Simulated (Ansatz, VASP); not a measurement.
**Sc: VASP beside Ansatz**

Aim: how closely do two programs agree when they are given the same cell, functional and k mesh? The cell is taken from a series of runs on this material, whose earlier steps may have relaxed, scaled, displaced or heated it; both programs get it as it stands.

Program: Ansatz 0.2.0. Level of theory: plane waves, with VASP 6.6.1 beside it; zone-centre phonons at LDA. Results are calculated unless marked as measured.

### 1. Starting point

It takes space group P6_3/mmc (No. 194, hexagonal). Conventional cell: a = 3.198 Å, b = 3.198 Å, c = 5.012 Å, α = 90.00°, β = 90.00°, γ = 120.00°. Nearest to Sc lie 12 Sc at 3.11 to 3.20 Å.

### 2. VASP: zone-centre phonons, LDA, pair 1

Second derivatives magnify differences that forces hide, and they need a tight electronic threshold.

Lines of VASP's logs that name or quote its potential files are left out, and so is its time.

The input, INCAR:

```
SYSTEM = Sc
PREC = Accurate
ENCUT = 500
EDIFF = 1E-08
NELM = 120
ISMEAR = 1
SIGMA = 0.2
LREAL = .FALSE.
ALGO = Normal
GGA = PW92
NBANDS = 17
LASPH = .TRUE.
LORBIT = 11
LWAVE = .FALSE.
LCHARG = .FALSE.
ISIF = 2
IBRION = 8
GGA_COMPAT = .FALSE.
KPAR = 2
```

The input, POSCAR:

```
Sc
1.0
    3.1981443975      0.0000000000      0.0000000000
   -1.5990721988      2.7696742932      0.0000000000
    0.0000000000      0.0000000000      5.0124892444
Sc
2
Direct
    0.3333333334      0.6666666668      0.2500000000
    0.6666666668      0.3333333334      0.7500000000
```

The input, KPOINTS:

```
Automatic mesh
0
Gamma
15 15 8
0 0 0
```

Potentials, in the order of the species: Sc_sv (LDA family, release 64).

Command:

```console
$ mpirun -np 2 vasp_std
```

Numbers of over 12 decimals in the logs are rounded to 6 here.

The program printed:

```text
[banner, memory and clock lines left out]
running    2 mpi-ranks, on    1 nodes
 distrk:  each k-point on    1 cores,    2 groups
 distr:  one band on    1 cores,    1 groups

 POSCAR found type information on POSCAR Sc
 POSCAR found :  1 types and       2 ions
|                                                                             |
|               ----> ADVICE to this user running VASP <----                  |
|                                                                             |
|     You enforced a specific xc type in the INCAR file but a different       |
|     [... a line on the potential file left out ...]
|     I HOPE YOU KNOW WHAT YOU ARE DOING!                                     |
|                                                                             |

 LDA part: xc-table for (Slater(with rela. corr.)+PW92), standard interpolation
 POSCAR, INCAR and KPOINTS ok, starting setup
 FFT: planning ... GRIDC
 FFT: planning ... GRID_SOFT
 FFT: planning ... GRID
 WAVECAR not read
 entering main loop
       N       E                     dE             d eps       ncg     rms          rms(c)
DAV:   1     0.356498190500E+03    0.35650E+03   -0.10737E+04  4614   0.140E+03
DAV:   2     0.613598114510E+01   -0.35036E+03   -0.34444E+03  5870   0.587E+02
DAV:   3    -0.143104068543E+02   -0.20446E+02   -0.19841E+02  7767   0.175E+02
DAV:   4    -0.146742234129E+02   -0.36382E+00   -0.36103E+00  6670   0.203E+01
DAV:   5    -0.146788365356E+02   -0.46131E-02   -0.46108E-02  7902   0.263E+00    0.841E+00
DAV:   6    -0.135904994748E+02    0.10883E+01   -0.24104E+00  5990   0.193E+01    0.256E+00
DAV:   7    -0.134346974829E+02    0.15580E+00   -0.58499E-01  6205   0.862E+00    0.722E-01
DAV:   8    -0.134214066769E+02    0.13291E-01   -0.23833E-02  6148   0.221E+00    0.204E-01
DAV:   9    -0.134207159291E+02    0.69075E-03   -0.44861E-03  6529   0.756E-01    0.190E-02
DAV:  10    -0.134207374252E+02   -0.21496E-04   -0.84735E-05  7275   0.138E-01    0.415E-03
DAV:  11    -0.134207381360E+02   -0.71077E-06   -0.15329E-06  7210   0.141E-02    0.108E-03
DAV:  12    -0.134207381335E+02    0.24738E-08   -0.12546E-07  7038   0.412E-03    0.649E-04
DAV:  13    -0.134207381191E+02    0.14432E-07   -0.10620E-08  4422   0.106E-03    0.949E-05
DAV:  14    -0.134207381191E+02   -0.52296E-10   -0.14220E-09  3772   0.865E-04
   1 F= -.13420738E+02 E0= -.13419983E+02  d E =-.226525E-02
 Linear response reoptimize wavefunctions to high precision
DAV:   1    -0.134207381193E+02   -0.14006E-09   -0.59298E-10  3922   0.491E-04
DAV:   2    -0.134207381193E+02    0.90949E-12   -0.28594E-10  3570   0.394E-04
 Linear response DOF=           2
 Linear response progress:
  Degree of freedom:   1/  2
       N       E                     dE             d eps       ncg     rms          rms(c)
RMM:   1    -0.720713641631E+00   -0.72071E+00   -0.10044E+02 19370   0.294E+02
RMM:   2    -0.720937949487E+00   -0.22431E-03   -0.19620E-01 31250   0.533E+00    0.109E-01
RMM:   3    -0.722069352571E+00   -0.11314E-02   -0.95498E-03 33149   0.103E+00    0.404E-02
RMM:   4    -0.721161639637E+00    0.90771E-03   -0.12429E-03 40029   0.288E-01    0.196E-02
RMM:   5    -0.720930852455E+00    0.23079E-03   -0.11693E-04 40356   0.969E-02    0.887E-03
RMM:   6    -0.720937903293E+00   -0.70508E-05   -0.16048E-05 37577   0.353E-02    0.603E-03
RMM:   7    -0.720972505988E+00   -0.34603E-04   -0.70050E-06 40013   0.197E-02    0.338E-03
RMM:   8    -0.721057708657E+00   -0.85203E-04   -0.23328E-06 38142   0.116E-02    0.317E-04
RMM:   9    -0.721056849293E+00    0.85936E-06   -0.16477E-06 40279   0.914E-03    0.928E-05
RMM:  10    -0.721056640771E+00    0.20852E-06   -0.16712E-06 37895   0.876E-03    0.488E-05
RMM:  11    -0.721056899774E+00   -0.25900E-06   -0.25242E-06 39915   0.835E-03    0.234E-05
RMM:  12    -0.721057602391E+00   -0.70262E-06   -0.23514E-06 39596   0.837E-03    0.171E-05
RMM:  13    -0.721057720774E+00   -0.11838E-06   -0.22822E-06 41040   0.822E-03    0.422E-06
RMM:  14    -0.721057762976E+00   -0.42203E-07   -0.16998E-06 41346   0.828E-03    0.553E-06
RMM:  15    -0.721057713651E+00    0.49325E-07   -0.15313E-06 42564   0.823E-03    0.221E-06
RMM:  16    -0.721057766106E+00   -0.52454E-07   -0.12420E-06 43081   0.826E-03    0.122E-06
RMM:  17    -0.721057757697E+00    0.84082E-08   -0.12016E-06 44087   0.823E-03    0.176E-06
RMM:  18    -0.721057756742E+00    0.95585E-09   -0.10578E-06 44638   0.826E-03    0.152E-06
RMM:  19    -0.721057756921E+00   -0.17960E-09   -0.88377E-07 45233   0.825E-03    0.160E-06
RMM:  20    -0.721057756396E+00    0.52549E-09   -0.75538E-07 45888   0.826E-03    0.261E-06
RMM:  21    -0.721057760585E+00   -0.41895E-08   -0.69693E-07 46476   0.825E-03    0.281E-06
RMM:  22    -0.721057759228E+00    0.13574E-08   -0.67915E-07 47088   0.827E-03    0.294E-06
RMM:  23    -0.721057759080E+00    0.14815E-09   -0.63417E-07 47471   0.826E-03    0.284E-06
 first order change of Fermi-energy   0.14800E-04
 force on displaced ion       1 direction 1 :  -1.488   0.001   0.000
 Linear response progress:
  Degree of freedom:   2/  2
       N       E                     dE             d eps       ncg     rms          rms(c)
RMM:   1    -0.792049794453E+00   -0.79205E+00   -0.10158E+02  6618   0.297E+02
RMM:   2    -0.793322031513E+00   -0.12722E-02   -0.20648E-01 10584   0.544E+00    0.135E-01
RMM:   3    -0.795666062151E+00   -0.23440E-02   -0.81855E-03 11122   0.104E+00    0.465E-02
RMM:   4    -0.794773883157E+00    0.89218E-03   -0.16083E-03 13310   0.310E-01    0.182E-02
RMM:   5    -0.794559298991E+00    0.21458E-03   -0.13701E-04 12996   0.878E-02    0.137E-02
RMM:   6    -0.794482216866E+00    0.77082E-04   -0.30237E-05 12111   0.391E-02    0.617E-03
RMM:   7    -0.794482989259E+00   -0.77239E-06   -0.16930E-05 14062   0.244E-02    0.194E-03
RMM:   8    -0.794508307786E+00   -0.25319E-04   -0.75988E-06 12729   0.141E-02    0.533E-04
RMM:   9    -0.794515165928E+00   -0.68581E-05   -0.56652E-06 13695   0.926E-03    0.356E-04
RMM:  10    -0.794523594678E+00   -0.84288E-05   -0.36339E-06 12820   0.848E-03    0.107E-04
RMM:  11    -0.794526565737E+00   -0.29711E-05   -0.30205E-06 13579   0.824E-03    0.381E-05
RMM:  12    -0.794526280002E+00    0.28574E-06   -0.26789E-06 13220   0.834E-03    0.255E-05
RMM:  13    -0.794526707436E+00   -0.42743E-06   -0.26393E-06 14102   0.827E-03    0.110E-05
RMM:  14    -0.794526939762E+00   -0.23233E-06   -0.25229E-06 13792   0.835E-03    0.900E-06
RMM:  15    -0.794526846161E+00    0.93601E-07   -0.25977E-06 14579   0.830E-03    0.201E-06
RMM:  16    -0.794526846072E+00    0.88572E-10   -0.27006E-06 14541   0.835E-03    0.241E-06
RMM:  17    -0.794526849837E+00   -0.37649E-08   -0.28433E-06 15062   0.834E-03    0.198E-06
RMM:  18    -0.794526840630E+00    0.92069E-08   -0.26361E-06 15000   0.836E-03    0.182E-06
RMM:  19    -0.794526826475E+00    0.14156E-07   -0.25191E-06 15372   0.835E-03    0.193E-06
RMM:  20    -0.794526803355E+00    0.23120E-07   -0.22861E-06 15384   0.838E-03    0.192E-06
 first order change of Fermi-energy   0.26716E-04
 force on displaced ion       1 direction 3 :  -0.000  -0.000  -4.610
 Linear response finished
```

OUTCAR, selected parts (step 2):

```text
ion  position               nearest neighbor table
   1  0.333  0.667  0.250-   2 3.11   2 3.11   2 3.11   2 3.11   2 3.11   2 3.11
   2  0.667  0.333  0.750-   1 3.11   1 3.11   1 3.11   1 3.11   1 3.11   1 3.11

  LATTYP: Found a hexagonal cell.
 ALAT       =     3.1981443975
 C/A-ratio  =     1.5673117350

 Subroutine GETGRP returns: Found 24 space group operations
 (whereof 12 operations were pure point group operations)

The static configuration has the point symmetry D_3d.
 The point group associated with its full space group is D_6h.

 Found    135 irreducible k-points:

   k-points           NKPTS =    135   k-points in BZ     NKDIM =    135   number of bands    NBANDS=     17

   dimension x,y,z NGX =    24 NGY =   24 NGZ =   40
   dimension x,y,z NGXF=    48 NGYF=   48 NGZF=   80

   ENCUT  =  500.0 eV  36.75 Ry    6.06 a.u.   5.83  5.83  9.14*2*pi/ulx,y,z

   NELECT =      22.0000    total number of electrons

 k-points in reciprocal lattice and weights: Automatic mesh
   0.00000000  0.00000000  0.00000000       0.001
   0.06666667  0.00000000  0.00000000       0.003
   0.13333333  0.00000000  0.00000000       0.003
   0.20000000  0.00000000  0.00000000       0.003
   0.26666667  0.00000000  0.00000000       0.003
   0.33333333  0.00000000  0.00000000       0.003
   0.40000000 -0.00000000  0.00000000       0.003
   0.46666667 -0.00000000  0.00000000       0.003
   0.06666667  0.06666667  0.00000000       0.003
[...]
0.33333333  0.26666667  0.50000000       0.007
   0.33333333  0.33333333  0.50000000       0.001

 average (electrostatic) potential at core
       1 -46.2882       2 -46.2882

  Total        0.3976780      0.3976780      0.0188656     -0.0000000      0.0000000      0.0000000
  in kB       14.3503326     14.3503326      0.6807699     -0.0000000      0.0000000      0.0000000
  external PRESSURE =       9.7938117 kB  Pullay stress =       0.0000000 kB

  energy-cutoff  :      500.00
  volume of cell :       44.40
      direct lattice vectors                 reciprocal lattice vectors
     3.198144398  0.000000000  0.000000000     0.312681316  0.180526642  0.000000000
    -1.599072199  2.769674293  0.000000000     0.000000000  0.361053284  0.000000000
     0.000000000  0.000000000  5.012489244     0.000000000  0.000000000  0.199501675

 POSITION                                       TOTAL-FORCE (eV/Angst)
 -----------------------------------------------------------------------------------
     -0.00000      1.84645      1.25312        -0.000000      0.000000     -0.000000
      1.59907      0.92322      3.75937         0.000000     -0.000000      0.000000
 -----------------------------------------------------------------------------------
    total drift:                               -0.000000     -0.000000      0.000000

 Eigenvectors and eigenvalues of the dynamical matrix
 ----------------------------------------------------

   1 f  =    7.079966 THz    44.484737 2PiTHz  236.162240 cm-1    29.280373 meV
             X         Y         Z           dx          dy          dz
     -0.000000  1.846450  1.253122     0.000000   -0.000000    0.707107
      1.599072  0.923225  3.759367     0.000000    0.000000   -0.707107

   2 f  =    4.021630 THz    25.268646 2PiTHz  134.147134 cm-1    16.632117 meV
             X         Y         Z           dx          dy          dz
     -0.000000  1.846450  1.253122     0.528381   -0.469908    0.000000
      1.599072  0.923225  3.759367    -0.528381    0.469908    0.000000

   3 f  =    4.021630 THz    25.268646 2PiTHz  134.147134 cm-1    16.632117 meV
             X         Y         Z           dx          dy          dz
     -0.000000  1.846450  1.253122    -0.469908   -0.528381    0.000000
      1.599072  0.923225  3.759367     0.469908    0.528381    0.000000

   4 f  =    0.000000 THz     0.000000 2PiTHz    0.000001 cm-1     0.000000 meV
             X         Y         Z           dx          dy          dz
     -0.000000  1.846450  1.253122    -0.441388    0.487707    0.259459
      1.599072  0.923225  3.759367    -0.441388    0.487707    0.259459

   5 f/i=    0.000000 THz     0.000000 2PiTHz    0.000000 cm-1     0.000000 meV
             X         Y         Z           dx          dy          dz
     -0.000000  1.846450  1.253122    -0.427469   -0.091165   -0.555841
      1.599072  0.923225  3.759367    -0.427469   -0.091165   -0.555841

   6 f/i=    0.000000 THz     0.000000 2PiTHz    0.000001 cm-1     0.000000 meV
             X         Y         Z           dx          dy          dz
     -0.000000  1.846450  1.253122     0.349925    0.503816   -0.351741
      1.599072  0.923225  3.759367     0.349925    0.503816   -0.351741

 ELASTIC MODULI CONTR FROM IONIC RELAXATION (kBar)
 Direction    XX          YY          ZZ          XY          YZ          ZX
 --------------------------------------------------------------------------------
 XX         -62.7569     62.7569     -0.0000      0.0000      0.0000      0.0000
 YY          62.7569    -62.7569      0.0000      0.0000     -0.0000     -0.0000
 ZZ          -0.0000      0.0000     -0.0000     -0.0000      0.0000      0.0000
 XY           0.0000      0.0000     -0.0000    -62.7569     -0.0000     -0.0000
 YZ           0.0000     -0.0000      0.0000     -0.0000     -0.0000     -0.0000
 ZX           0.0000     -0.0000      0.0000     -0.0000     -0.0000     -0.0000
 --------------------------------------------------------------------------------
```

### 3. Ansatz: zone-centre phonons, LDA, pair 1

Ansatz runs on its PAW soft_1 files.

The same cell, functional (in two slightly different forms), mesh and smearing now go to Ansatz, which takes its cutoff from its data sets.

The input, input.yaml:

```yaml
crystal:
  lattice:
    - [3.1981443975, 0.0, 0.0]
    - [-1.5990721988, 2.7696742932, 0.0]
    - [0.0, 0.0, 5.0124892444]
  atoms:
    - { symbol: Sc, position: [0.3333333333, 0.6666666667, 0.25] }
    - { symbol: Sc, position: [0.6666666667, 0.3333333333, 0.75] }
kpoints:
  mp_grid: { grid: [15, 15, 8] }
hamiltonian:
  xc: lda
  pseudopotentials: { kind: paw, azcp: { folder: soft_1 }, xc_functional: pbe }
scf:
  occupations: { method: methfessel_paxton, width: 0.2 }
output:
  eigenvalues: true
phonons:
  method: dfpt
```

Command:

```console
$ ansatz run input.yaml --threads 4 --pin off --max-ram 10240MiB --backend cpu --events-out ev --progress --plain --runs-dir out
```

The program printed:

```text
zone centre: on kpoints.mp_grid the ground state, and the responses unless they are solved on pairs of k-points, stand on 320 of the mesh's 1800 k-points, reduced under 4 symmetry operations, with k and −k counted as one. Each operation leaves every solved displacement unchanged or reverses it
Engine: ansatz 0.2.0, x86_64-unknown-linux-gnu
Pseudopotentials: kind: paw
Pseudopotential: Sc, paw, valence charge 11, recommended cutoff 420 eV (normal), soft_1/Sc.paw.azcp
Functional definition: SPW92
  exchange = slater_x
  correlation = pw_c
Crystal: 2 atoms, lattice volume = 44.400 Å³
Basis set: ecut = 420 eV, 881 PW (Γ), exchange–correlation on 48×48×72 points (8 copies of the dense FFT grid, shifted against one another)
Bands: 15, of which v1, the nominal top of the filled ones, is band 11 counted from 1 (10 counted from 0)
Symmetry: 24 space group operations
k-points: 320 of 1800 (irreducible under 4 space group operations, time reversal used)
Non-local potential: Sc, projectors of the file, l = 0: 3, l = 1: 2, l = 2: 3, l = 3: 1
PAW form: soft (Blöchl's): semilocal exchange-correlation on the pseudo side does not see the compensation charge
PAW frozen core: Sc, regenerated for the run's functional, and the local potential with it (the file was generated under x = pbe(κ = 0.804, μ = 0.219515), c = pbe(β = 0.066725))
PAW one-centre angular grid: Sc, 590 points (default); XC on 64 Gauss nodes
Initial density: superposition of atomic densities (chi_scale 0.1, normalization cell)
Initial wavefunctions: pseudopotential atomic-orbital guess
Functional: x = slater, c = lda
SCF iter   1: F=—  HF=-4178.143893 eV  |F-HF|=—  |Δ(HF+E_count)|=         —  Δρ=2.42e-2  dr2=3.11e-1  ethr=3.10e-3  ⟨swp⟩=3.1  Hψ=17657  notcnv=0
preconditioner: auto → none  [metal: Δε(μ)=0.003 eV  Ē_g=2.757 eV  σ=0.200 eV  W_gap=0.01  n_scr=8 (ndim 8)  ℏωp=13.7 eV  f_vac=0.000  D(μ)=3.74/eV (n_scr^D=36)  sad-step TF]
SCF iter   2: F=—  HF=-4178.061602 eV  |F-HF|=—  |Δ(HF+E_count)|=   8.23e-2  S|Δr|=    0.00e0  Δρ=1.35e-2  dr2=1.05e-1  ethr=1.41e-3  ⟨swp⟩=2.0  Hψ=8379  notcnv=0
SCF iter   3: F=—  HF=-4178.024169 eV  |F-HF|=—  |Δ(HF+E_count)|=   3.74e-2  S|Δr|=    0.00e0  Δρ=9.94e-4  dr2=2.46e-4  ethr=4.78e-4  ⟨swp⟩=3.0  Hψ=9276  notcnv=0
SCF iter   4: F=—  HF=-4178.024402 eV  |F-HF|=—  |Δ(HF+E_count)|=   2.33e-4  S|Δr|=    0.00e0  Δρ=5.35e-5  dr2=7.37e-7  ethr=1.12e-6  ⟨swp⟩=2.8  Hψ=8466  notcnv=0
SCF iter   5: F=—  HF=-4178.024403 eV  |F-HF|=—  |Δ(HF+E_count)|=   6.72e-7  S|Δr|=    0.00e0  Δρ=1.84e-5  dr2=1.32e-7  ethr=3.35e-9  ⟨swp⟩=2.0  Hψ=8430  notcnv=0
SCF iter   6: F=—  HF=-4178.024403 eV  |F-HF|=—  |Δ(HF+E_count)|=   5.04e-8  S|Δr|=    0.00e0  Δρ=1.94e-6  dr2=1.24e-9  ethr=5.98e-10  ⟨swp⟩=2.9  Hψ=8851  notcnv=0
SCF iter   7: F=—  HF=-4178.024403 eV  |F-HF|=—  |Δ(HF+E_count)|=  3.71e-10  S|Δr|=    0.00e0  Δρ=4.00e-7  dr2=6.50e-11  ethr=5.62e-12  ⟨swp⟩=2.0  Hψ=8120  notcnv=0
SCF iter   8: F=-4178.024403 eV  HF=-4178.024403 eV  |F-HF|=0.00e0  |Δ(HF+E_count)|=  2.00e-11  S|Δr|=    0.00e0  Δρ=6.85e-8  dr2=1.86e-12  ethr=1.00e-12  ⟨swp⟩=4.0  Hψ=17091  notcnv=0
the search or the solves at the SCF's close seem to have found levels that the self-consistency loop had missed (the run counts 2). By its estimate they hold under 1e-12 electrons; where the run keeps them, the occupations were computed again with them
SCF 1 converged in 8 iterations: F = -4178.024403 eV  dr2 = 1.86e-12
  greatest PAW one-centre occupation: 0.998 electrons in one spin orbital (limit 2), on the Sc atom at site 1 (counted from 0), in its partial waves of l = 0
DFPT response loops at Γ: preconditioner auto → Kerker (q_TF=auto, 2.427 Å⁻¹) (partly filled bands, converged f_vac=0.000); β = 1.00, the filter's whole step (`scf.mixing.beta` (0.50) is not read by the response loops under this deck's `scf.mixing.preconditioner`; to damp them name `kerker` or `kerker_dos`, under which they read `scf.mixing.beta`, and type it under 1.00, their step now; both keys bind the ground state too); Broyden in place of MSR1
SCF converged after 8 iterations
Stability not checked: this state was not tested for a lower state beside it, because cold or Methfessel-Paxton smearing, or corrected tetrahedra, fill the levels in a way that the test cannot read (fill_not_monotonic; see scf.lower_state_search)
Free energy (F): -4178.024403 eV
Harris-Foulkes:  -4178.024403 eV  (|F-HF|=0.00e0)
Internal energy: -4178.022071 eV  (E = F + TS)
E sigma→0 (E₀):  -4178.023820 eV
Entropy (-TS):   -0.002332 eV (-1.166 meV/atom)
Fermi energy:    10.072633 eV
--- Per-component energies (eV) ---
  E_band       = -310.799145
  E_kinetic    = 416.360571
  E_local      = -1614.561586  (includes V_loc(G=0)·N_el)
  E_nonlocal   = 293.564522
  E_hartree    = 575.997971
  E_xc         = -169.820841
  E_vxc        = -210.052259  (∫ρ·V_xc dr)
  E_paw        = -1890.101317  (= ΣΔE_a)
  E_vpaw       = -348.106456  (= ΣTr[D̂ρ^β])
  E_aug_tail   = 0.000057  (compensation charges beyond the density's cutoff)
  E_ewald      = -1790.071294
  E_core_change = 0.609846  (= ΣΔE_core)
  E_smearing   = -0.002332  (= −TS)
  E_closure    = 0.000000  (closes the sum)
  Σ components = -4178.024403   (vs F -4178.024403, Δ=0.00e0)
--- Band table (eV; the first three rows and the last of 320) ---
  k-point 0: bands = [... 7 lower, -17.1674, 4.8202, 8.2742, 10.9890, 11.7387, 11.7387, 11.9960, 12.2455]
  k-point 1: bands = [... 7 lower, -17.1924, 4.9360, 8.1634, 10.8897, 11.6794, 11.6794, 11.9169, 12.1721]
  k-point 2: bands = [... 7 lower, -17.2168, 5.2740, 7.7950, 10.7643, 11.5957, 11.5957, 11.6969, 11.9966]
  k-point 319: bands = [... 7 lower, -17.2840, 8.6729, 8.6729, 10.2383, 10.2383, 10.8636, 10.8636, 12.4747]
--- Phonons (Γ-DFPT): 2 representative perturbations + reference, on 320 of 1800 k-points (Σ response iterations 6) ---
  k mesh reduced under 4 symmetry operations, with k and −k counted as one. Each operation leaves every solved displacement unchanged or reverses it
  ASR residual: 4.368e-5 → 0.000e0 eV/Å²; symmetrization residual: 2.324e-10 eV/Å²
  ASR residual per site (eV/Å²): 4.37e-5 4.37e-5
  Γ frequencies (cm⁻¹): 0.00 0.00 0.00 134.51 134.51 235.19
  non-analytic LO–TO correction: not included (Born effective charges unavailable; polar crystals: no LO–TO splitting at Γ)
```

The column dr2 measures how far the density is from self-consistency, as an energy; F and HF (Harris–Foulkes) agree once it is small.

### 4. Side by side

Known differences besides the potentials themselves: the cutoff is 420 eV in Ansatz and 500 eV in VASP; VASP's log shows a relativistic correction to its local exchange, Ansatz's none. Total energies have different zeros and are not compared.

The two programs side by side:

```
                  quantity  Ansatz   VASP  difference
optical mode 1 to 2 (cm⁻¹)   134.5  134.1     +0.27 %
     optical mode 3 (cm⁻¹)   235.2  236.2     -0.41 %
```

Modes are paired by rising frequency, not by their patterns, so a pair may set unlike modes beside each other; they are those without the splitting of longitudinal modes.

(Continued in part 2 of 2.)

[Lines on the potential files, build, host, timing and source positions are cut from VASP's logs without a mark.]

[Logs are printed without paths, hosts, clocks, repeated set-up lines and the standing remarks that a program may print on its own settings, such as how far it seeks lower states.]

[Hosts, paths, dates, database ids (printed as entryN), source tags and the programs' standing remarks are cut or masked in the printed files.]
